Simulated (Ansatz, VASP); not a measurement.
# Pb (Pb(100) film of 3 layers): VASP beside Ansatz, part 2 of 2

One calculation is typed for both programs; each brings its own data sets. How far apart do they land? The cell is taken from a series of runs on this material, whose earlier steps may have relaxed, scaled, displaced or heated it; both programs get it as it stands.

VASP 6.6.1 and Ansatz 0.2.0.

So far: The structure; Ansatz: zone-centre phonons, PBE.

### 3. VASP: zone-centre phonons, PBE

Level of this step: PBE; plane waves and PAW (Pb_d) (VASP).

The same cell, functional, mesh and smearing now go to VASP, with its own data sets.

Lines of VASP's logs that name or quote its potential files are left out, and so is its time.

INCAR reads:

```
SYSTEM = Pb
PREC = Accurate
ENCUT = 500
EDIFF = 1E-08
NELM = 120
ISMEAR = 1
SIGMA = 0.2
LREAL = .FALSE.
ALGO = Normal
GGA = PE
NBANDS = 27
LORBIT = 11
LWAVE = .FALSE.
LCHARG = .FALSE.
ISIF = 2
IBRION = 8
LASPH = .TRUE.
GGA_COMPAT = .FALSE.
NELMDL = -8
KPAR = 2
```

POSCAR reads:

```
Pb
1.0
    3.4036355663      0.0000000000      0.0000000000
    0.0000000000      3.4036355663      0.0000000000
    0.0000000000      0.0000000000     33.6999997580
Pb
3
Direct
    0.0000000000      0.0000000000      0.1591966224
    0.5000000000      0.5000000000      0.2366468860
    0.0000000000      0.0000000000      0.3140971496
```

KPOINTS reads:

```
Automatic mesh
0
Gamma
4 4 1
0 0 0
```

PAW data sets: Pb_d (PBE family, release 64).

The run is started by

```sh
mpirun -np 2 vasp_std
```

Numbers of over 12 decimals in the logs are rounded to 6 here.

Output:

```text
[banner, memory and clock lines left out]
running    2 mpi-ranks, on    1 nodes
 distrk:  each k-point on    1 cores,    2 groups
 distr:  one band on    1 cores,    1 groups

 POSCAR found type information on POSCAR Pb
 POSCAR found :  1 types and       3 ions
 LDA part: xc-table for (Slater+PW92), standard interpolation
 POSCAR, INCAR and KPOINTS ok, starting setup
 FFT: planning ... GRIDC
 FFT: planning ... GRID_SOFT
 FFT: planning ... GRID
 WAVECAR not read
 entering main loop
       N       E                     dE             d eps       ncg     rms          rms(c)
DAV:   1     0.426111318616E+03    0.42611E+03   -0.17664E+04   372   0.121E+03
DAV:   2     0.256985614377E+02   -0.40041E+03   -0.39688E+03   382   0.377E+02
DAV:   3    -0.887625352761E+01   -0.34575E+02   -0.34206E+02   392   0.155E+02
DAV:   4    -0.102662937725E+02   -0.13900E+01   -0.13897E+01   402   0.437E+01
DAV:   5    -0.103108541717E+02   -0.44560E-01   -0.44560E-01   452   0.612E+00
DAV:   6    -0.103122161286E+02   -0.13620E-02   -0.13620E-02   436   0.107E+00
DAV:   7    -0.103122789168E+02   -0.62788E-04   -0.62788E-04   487   0.167E-01
DAV:   8    -0.103122801380E+02   -0.12213E-05   -0.12211E-05   468   0.208E-02    0.114E+00
DAV:   9    -0.101710711283E+02    0.14121E+00   -0.37572E-01   414   0.923E+00    0.581E-01
DAV:  10    -0.101585311608E+02    0.12540E-01   -0.10728E-01   396   0.303E+00    0.321E-01
DAV:  11    -0.101570435524E+02    0.14876E-02   -0.50639E-03   404   0.609E-01    0.173E-01
DAV:  12    -0.101538259658E+02    0.32176E-02   -0.75254E-03   384   0.409E-01    0.547E-02
DAV:  13    -0.101539816877E+02   -0.15572E-03   -0.32730E-04   409   0.209E-01    0.320E-02
DAV:  14    -0.101537051980E+02    0.27649E-03   -0.56893E-04   389   0.117E-01    0.152E-02
[...]
DAV:  21    -0.101541051867E+02   -0.83100E-05   -0.32384E-07   250   0.157E-03    0.187E-04
DAV:  22    -0.101541064525E+02   -0.12658E-05   -0.23965E-08   265   0.177E-03    0.136E-04
DAV:  23    -0.101541084954E+02   -0.20429E-05   -0.56992E-08   232   0.780E-04    0.113E-04
DAV:  24    -0.101541088326E+02   -0.33722E-06   -0.99389E-10   233   0.652E-04    0.548E-05
DAV:  25    -0.101541092990E+02   -0.46640E-06   -0.50487E-09   221   0.292E-04    0.358E-05
DAV:  26    -0.101541093973E+02   -0.98339E-07    0.71883E-10   224   0.345E-04    0.256E-05
DAV:  27    -0.101541094755E+02   -0.78139E-07    0.27974E-10   216   0.264E-04    0.929E-06
DAV:  28    -0.101541094807E+02   -0.52551E-08    0.15189E-09   214   0.927E-05
   1 F= -.10154109E+02 E0= -.10156464E+02  d E =0.706472E-02
 Linear response reoptimize wavefunctions to high precision
DAV:   1    -0.101541094875E+02   -0.67430E-08    0.15063E-09   205   0.508E-05
DAV:   2    -0.101541094875E+02   -0.87311E-10    0.15625E-09   235   0.318E-05
DAV:   3    -0.101541094873E+02    0.20736E-09    0.15768E-09   208   0.193E-05
 Linear response DOF=           4
 Linear response progress:
  Degree of freedom:   1/  4
       N       E                     dE             d eps       ncg     rms          rms(c)
RMM:   1    -0.322073796654E+00   -0.32207E+00   -0.22005E-01   702   0.411E+00
RMM:   2    -0.323928257751E+00   -0.18545E-02   -0.10243E-02   745   0.788E-01    0.189E-02
RMM:   3    -0.323950278939E+00   -0.22021E-04   -0.13751E-03   818   0.246E-01    0.114E-02
RMM:   4    -0.323791881604E+00    0.15840E-03   -0.10089E-04   765   0.722E-02    0.527E-03
RMM:   5    -0.323748718845E+00    0.43163E-04   -0.13284E-05   798   0.243E-02    0.260E-03
RMM:   6    -0.323710054471E+00    0.38664E-04   -0.21015E-06   781   0.945E-03    0.283E-04
RMM:   7    -0.323711819160E+00   -0.17647E-05   -0.37589E-07   791   0.345E-03    0.153E-04
RMM:   8    -0.323712875226E+00   -0.10561E-05   -0.11837E-07   816   0.153E-03    0.106E-04
RMM:   9    -0.323712883385E+00   -0.81587E-08   -0.35681E-08   812   0.727E-04    0.778E-05
 first order change of Fermi-energy  -0.36886E-03
 force on displaced ion       1 direction 1 :  -0.495   0.000  -0.000
 Linear response progress:
  Degree of freedom:   2/  4
       N       E                     dE             d eps       ncg     rms          rms(c)
RMM:   1    -0.379374004873E+00   -0.37937E+00   -0.21154E-01   472   0.421E+00
RMM:   2    -0.381591503977E+00   -0.22175E-02   -0.11043E-02   511   0.899E-01    0.267E-02
RMM:   3    -0.381945273123E+00   -0.35377E-03   -0.18612E-03   541   0.268E-01    0.202E-02
RMM:   4    -0.381889724706E+00    0.55548E-04   -0.14868E-04   530   0.904E-02    0.123E-02
RMM:   5    -0.381836266695E+00    0.53458E-04   -0.31316E-05   502   0.367E-02    0.659E-03
RMM:   6    -0.381777109901E+00    0.59157E-04   -0.46755E-06   525   0.164E-02    0.110E-03
RMM:   7    -0.381771768808E+00    0.53411E-05   -0.64712E-07   562   0.593E-03    0.512E-04
RMM:   8    -0.381770161720E+00    0.16071E-05    0.20301E-08   519   0.246E-03    0.181E-04
RMM:   9    -0.381769167780E+00    0.99394E-06   -0.96903E-08   531   0.111E-03    0.725E-05
RMM:  10    -0.381769035124E+00    0.13266E-06   -0.86693E-08   499   0.569E-04    0.358E-05
RMM:  11    -0.381768986339E+00    0.48784E-07   -0.49376E-10   571   0.269E-04    0.239E-05
RMM:  12    -0.381769218749E+00   -0.23241E-06   -0.65057E-10   536   0.139E-04    0.141E-05
RMM:  13    -0.381769425140E+00   -0.20639E-06   -0.18899E-07   511   0.112E-04    0.124E-05
RMM:  14    -0.381769470246E+00   -0.45106E-07   -0.91054E-08   581   0.715E-05    0.611E-06
RMM:  15    -0.381769486518E+00   -0.16272E-07   -0.57021E-08   574   0.432E-05    0.275E-06
RMM:  16    -0.381769481556E+00    0.49621E-08   -0.34620E-08   572   0.280E-05    0.164E-06
 first order change of Fermi-energy   0.49287E+00
 force on displaced ion       1 direction 3 :  -0.000   0.000  -1.154
 Linear response progress:
  Degree of freedom:   3/  4
       N       E                     dE             d eps       ncg     rms          rms(c)
RMM:   1    -0.321977020745E+00   -0.32198E+00   -0.20512E-01   705   0.350E+00
RMM:   2    -0.323878158787E+00   -0.19011E-02   -0.11086E-02   715   0.715E-01    0.203E-02
RMM:   3    -0.323960911155E+00   -0.82752E-04   -0.15627E-03   790   0.238E-01    0.111E-02
RMM:   4    -0.323830220097E+00    0.13069E-03   -0.11059E-04   753   0.687E-02    0.518E-03
RMM:   5    -0.323785959942E+00    0.44260E-04   -0.12433E-05   766   0.233E-02    0.224E-03
RMM:   6    -0.323756930838E+00    0.29029E-04   -0.21850E-06   783   0.931E-03    0.412E-04
RMM:   7    -0.323755680316E+00    0.12505E-05   -0.51946E-07   777   0.355E-03    0.112E-04
RMM:   8    -0.323754067445E+00    0.16129E-05   -0.16037E-07   822   0.156E-03    0.740E-05
RMM:   9    -0.323753942950E+00    0.12450E-06   -0.73106E-08   827   0.774E-04    0.696E-05
RMM:  10    -0.323753810217E+00    0.13273E-06   -0.38148E-08   830   0.371E-04    0.510E-05
RMM:  11    -0.323753620477E+00    0.18974E-06   -0.11184E-08   781   0.214E-04    0.317E-05
RMM:  12    -0.323753520015E+00    0.10046E-06   -0.21363E-07   823   0.105E-04    0.143E-05
RMM:  13    -0.323753517091E+00    0.29245E-08   -0.16466E-07   761   0.565E-05    0.139E-05
RMM:  14    -0.323753489404E+00    0.27686E-07   -0.10712E-07   726   0.329E-05    0.144E-05
RMM:  15    -0.323753725439E+00   -0.23603E-06   -0.64941E-08   831   0.324E-05    0.614E-06
RMM:  16    -0.323753765305E+00   -0.39865E-07   -0.41211E-08   853   0.176E-05    0.643E-06
RMM:  17    -0.323753740071E+00    0.25233E-07   -0.17173E-08   734   0.111E-05    0.485E-06
RMM:  18    -0.323753711865E+00    0.28207E-07   -0.13072E-08   783   0.915E-06    0.361E-06
RMM:  19    -0.323753692446E+00    0.19419E-07   -0.80553E-09   652   0.726E-06    0.297E-06
RMM:  20    -0.323753598508E+00    0.93938E-07   -0.52941E-09   993   0.111E-05    0.461E-07
RMM:  21    -0.323753597648E+00    0.85971E-09   -0.38573E-09   672   0.639E-06    0.544E-07
 first order change of Fermi-energy  -0.18087E-02
 force on displaced ion       2 direction 1 :  -1.022   0.000   0.000
 Linear response progress:
  Degree of freedom:   4/  4
       N       E                     dE             d eps       ncg     rms          rms(c)
RMM:   1    -0.380560130820E+00   -0.38056E+00   -0.20970E-01   471   0.357E+00
RMM:   2    -0.383210991683E+00   -0.26509E-02   -0.20645E-02   470   0.924E-01    0.492E-02
RMM:   3    -0.383264039424E+00   -0.53048E-04   -0.36699E-03   511   0.312E-01    0.587E-02
RMM:   4    -0.382537305664E+00    0.72673E-03   -0.37127E-04   510   0.111E-01    0.145E-02
RMM:   5    -0.382435134237E+00    0.10217E-03   -0.10643E-04   527   0.458E-02    0.714E-03
RMM:   6    -0.382341901307E+00    0.93233E-04   -0.17445E-05   520   0.191E-02    0.163E-03
RMM:   7    -0.382343020287E+00   -0.11190E-05   -0.32985E-06   510   0.725E-03    0.899E-04
RMM:   8    -0.382336227940E+00    0.67923E-05    0.97775E-07   513   0.370E-03    0.316E-04
RMM:   9    -0.382334525008E+00    0.17029E-05    0.10379E-06   504   0.164E-03    0.223E-04
RMM:  10    -0.382332986091E+00    0.15389E-05    0.43144E-07   504   0.820E-04    0.132E-04
RMM:  11    -0.382333691214E+00   -0.70512E-06    0.42669E-07   489   0.506E-04    0.896E-05
RMM:  12    -0.382334769806E+00   -0.10786E-05    0.14975E-07   561   0.357E-04    0.480E-05
RMM:  13    -0.382334380074E+00    0.38973E-06   -0.98565E-09   479   0.178E-04    0.291E-05
RMM:  14    -0.382334193356E+00    0.18672E-06    0.57368E-08   556   0.142E-04    0.161E-05
RMM:  15    -0.382334021360E+00    0.17200E-06    0.45052E-08   569   0.707E-05    0.887E-06
RMM:  16    -0.382334082689E+00   -0.61329E-07    0.15977E-08   560   0.560E-05    0.480E-06
RMM:  17    -0.382334143667E+00   -0.60978E-07    0.15166E-08   584   0.302E-05    0.207E-06
RMM:  18    -0.382334145321E+00   -0.16542E-08    0.83134E-09   565   0.212E-05    0.101E-06
 first order change of Fermi-energy  -0.88079E-04
 force on displaced ion       2 direction 3 :  -0.000  -0.000  -1.020
 Linear response finished
```

Parts of OUTCAR (step 3):

```text
ion  position               nearest neighbor table
   1  0.000  0.000  0.159-   2 3.55   2 3.55   2 3.55   2 3.55
   2  0.500  0.500  0.237-   1 3.55   3 3.55   1 3.55   3 3.55   1 3.55   3 3.55   1 3.55   3 3.55

  LATTYP: Found a simple tetragonal cell.
 ALAT       =     3.4036355663
 C/A-ratio  =     9.9011774620

 Subroutine GETGRP returns: Found 16 space group operations
 (whereof  8 operations were pure point group operations)

The static configuration has the point symmetry C_4v.
 The point group associated with its full space group is D_4h.

 Found      6 irreducible k-points:

   k-points           NKPTS =      6   k-points in BZ     NKDIM =      6   number of bands    NBANDS=     27

   dimension x,y,z NGX =    28 NGY =   28 NGZ =  250
   dimension x,y,z NGXF=    56 NGYF=   56 NGZF=  500

   ENCUT  =  500.0 eV  36.75 Ry    6.06 a.u.   6.21  6.21 61.44*2*pi/ulx,y,z

   NELECT =      42.0000    total number of electrons

 k-points in reciprocal lattice and weights: Automatic mesh
   0.00000000  0.00000000  0.00000000       0.062
   0.25000000  0.00000000  0.00000000       0.250
   0.50000000  0.00000000  0.00000000       0.125
   0.25000000  0.25000000  0.00000000       0.250
   0.50000000  0.25000000  0.00000000       0.250
   0.50000000  0.50000000  0.00000000       0.062

 average (electrostatic) potential at core
       1 -98.8727       2 -98.5592       3 -98.8727

  Total        0.1598107      0.1598107     -2.2597001      0.0000000      0.0000000      0.0000000
  in kB        0.6558438      0.6558438     -9.2735363      0.0000000      0.0000000      0.0000000
  external PRESSURE =      -2.6539496 kB  Pullay stress =       0.0000000 kB

  energy-cutoff  :      500.00
  volume of cell :      390.41
      direct lattice vectors                 reciprocal lattice vectors
     3.403635566  0.000000000  0.000000000     0.293803488  0.000000000  0.000000000
     0.000000000  3.403635566  0.000000000     0.000000000  0.293803488  0.000000000
     0.000000000  0.000000000 33.699999758     0.000000000  0.000000000  0.029673591

 POSITION                                       TOTAL-FORCE (eV/Angst)
 -----------------------------------------------------------------------------------
      0.00000      0.00000      5.36493         0.000000      0.000000      0.425270
      1.70182      1.70182      7.97500         0.000000     -0.000000      0.000000
      0.00000      0.00000     10.58507         0.000000      0.000000     -0.425270
 -----------------------------------------------------------------------------------
    total drift:                                0.000000      0.000000      0.000038

 Eigenvectors and eigenvalues of the dynamical matrix
 ----------------------------------------------------

   1 f  =    1.455198 THz     9.143278 2PiTHz   48.540177 cm-1     6.018212 meV
             X         Y         Z           dx          dy          dz
      0.000000  0.000000  5.364926    -0.000000    0.000000   -0.707107
      1.701818  1.701818  7.975000     0.000000   -0.000000   -0.000000
      0.000000  0.000000 10.585074    -0.000000    0.000000    0.707107

   2 f  =    1.344226 THz     8.446022 2PiTHz   44.838558 cm-1     5.559270 meV
             X         Y         Z           dx          dy          dz
      0.000000  0.000000  5.364926    -0.000000    0.000000   -0.408814
      1.701818  1.701818  7.975000     0.000000   -0.000000    0.815930
      0.000000  0.000000 10.585074    -0.000000    0.000000   -0.408814

   3 f  =    1.342160 THz     8.433037 2PiTHz   44.769624 cm-1     5.550723 meV
             X         Y         Z           dx          dy          dz
      0.000000  0.000000  5.364926    -0.406580    0.010854    0.000000
      1.701818  1.701818  7.975000     0.817725   -0.021830   -0.000000
      0.000000  0.000000 10.585074    -0.406580    0.010854    0.000000

   4 f  =    1.342160 THz     8.433037 2PiTHz   44.769624 cm-1     5.550723 meV
             X         Y         Z           dx          dy          dz
      0.000000  0.000000  5.364926     0.010854    0.406580    0.000000
      1.701818  1.701818  7.975000    -0.021830   -0.817725   -0.000000
      0.000000  0.000000 10.585074     0.010854    0.406580    0.000000

   5 f  =    0.756706 THz     4.754526 2PiTHz   25.241008 cm-1     3.129485 meV
             X         Y         Z           dx          dy          dz
      0.000000  0.000000  5.364926     0.145287    0.692020    0.000000
      1.701818  1.701818  7.975000     0.000000   -0.000000    0.000000
      0.000000  0.000000 10.585074    -0.145287   -0.692020    0.000000

   6 f  =    0.756706 THz     4.754526 2PiTHz   25.241008 cm-1     3.129485 meV
             X         Y         Z           dx          dy          dz
      0.000000  0.000000  5.364926    -0.692020    0.145287    0.000000
      1.701818  1.701818  7.975000    -0.000000   -0.000000   -0.000000
      0.000000  0.000000 10.585074     0.692020   -0.145287    0.000000

   7 f/i=    0.001318 THz     0.008282 2PiTHz    0.043969 cm-1     0.005451 meV
             X         Y         Z           dx          dy          dz
      0.000000  0.000000  5.364926     0.000000    0.000000   -0.576950
      1.701818  1.701818  7.975000     0.000000    0.000000   -0.578151
      0.000000  0.000000 10.585074     0.000000    0.000000   -0.576950

   8 f/i=    0.003539 THz     0.022236 2PiTHz    0.118046 cm-1     0.014636 meV
             X         Y         Z           dx          dy          dz
      0.000000  0.000000  5.364926    -0.041143   -0.576960   -0.000000
      1.701818  1.701818  7.975000    -0.040914   -0.573738   -0.000000
      0.000000  0.000000 10.585074    -0.041143   -0.576960   -0.000000

   9 f/i=    0.003539 THz     0.022236 2PiTHz    0.118046 cm-1     0.014636 meV
             X         Y         Z           dx          dy          dz
      0.000000  0.000000  5.364926    -0.576960    0.041143   -0.000000
      1.701818  1.701818  7.975000    -0.573738    0.040914   -0.000000
      0.000000  0.000000 10.585074    -0.576960    0.041143   -0.000000

 ELASTIC MODULI CONTR FROM IONIC RELAXATION (kBar)
 Direction    XX          YY          ZZ          XY          YZ          ZX
 --------------------------------------------------------------------------------
 XX         -22.1031    -22.1031    -51.7450      0.0000     -0.0000      0.0000
 YY         -22.1031    -22.1031    -51.7450      0.0000     -0.0000      0.0000
 ZZ         -51.7450    -51.7450   -121.1385      0.0000     -0.0000      0.0000
 XY           0.0000      0.0000      0.0000      0.0000      0.0000      0.0000
 YZ          -0.0000     -0.0000     -0.0000      0.0000    -12.2572     -0.0000
 ZX           0.0000      0.0000      0.0000      0.0000     -0.0000    -44.0408
 --------------------------------------------------------------------------------
```

### 4. Differences

Known differences besides the potentials themselves: Ansatz cuts the interaction across the vacuum, VASP repeats the sheet without a dipole correction; VASP's run holds the zone centre alone; the cutoff is 420 eV in Ansatz and 500 eV in VASP. Total energies have different zeros and are not compared.

Both answers:

```csv
quantity,Ansatz,VASP,difference
optical mode 1 to 2 (cm⁻¹),25.8,25.2,+0.6
optical mode 3 (cm⁻¹),45.1,44.8,+0.4
optical mode 4 to 5 (cm⁻¹),45.3,44.8,+0.5
optical mode 6 (cm⁻¹),51.7,48.5,+3.1
```

Modes are paired by rising frequency, not by their patterns, so a pair may set unlike modes beside each other; they are those without the splitting of longitudinal modes. Where the cell holds vacuum, a pressure given here is an average over it and none of the material.

### 5. Outcome

| Item | Value |
| --- | --- |
| r.m.s. difference of the optical zone-centre modes, each program's sorted by frequency (zone-centre phonons, PBE) | 1.4 cm⁻¹ |

In words: The r.m.s. difference of the optical zone-centre modes, each program's sorted by frequency is 1.4 cm⁻¹ (zone-centre phonons, PBE). Such differences can come from data sets, numerical settings and the points named under the comparisons, not from the functional's error against experiment.

[Lines on the potential files, build, host, timing and source positions are cut from VASP's logs without a mark.]

[Logs are printed without paths, hosts, clocks, repeated set-up lines and the standing remarks that a program may print on its own settings, such as how far it seeks lower states.]

[Hosts, paths, dates, database ids (printed as entryN), source tags and the programs' standing remarks are cut or masked in the printed files.]
